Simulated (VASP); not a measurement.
Given:

```
CELL_PARAMETERS angstrom
      0.00000     2.81734     2.81734
      2.81734     0.00000     2.81734
      2.81734     2.81734     0.00000
ATOMIC_POSITIONS crystal
  Zn 0.00000 0.00000 0.00000
  Se 0.25000 0.25000 0.25000
```

The numbers are results of PBEsol GGA, VASP's PBE PAW potentials (set 64) (plane waves; VASP 6.6.1), not measurements. Numerical set-up: 400 eV cut-off, Gaussian smearing of 0.050 eV, potentials Zn Se.

Problem. Estimate the band gap (along the path) with the smallest direct gap where there is one.

Solution. 
```json
{
  "band gap (along the path)": "1.24 eV",
  "smallest direct gap (along the path)": "1.24 eV"
}
```

Only differences to runs with the same potentials and settings are physical.

The structure was generated: ZnSe was put into the zinc blende type (F-43m), which need not be its known phase. It was relaxed first.
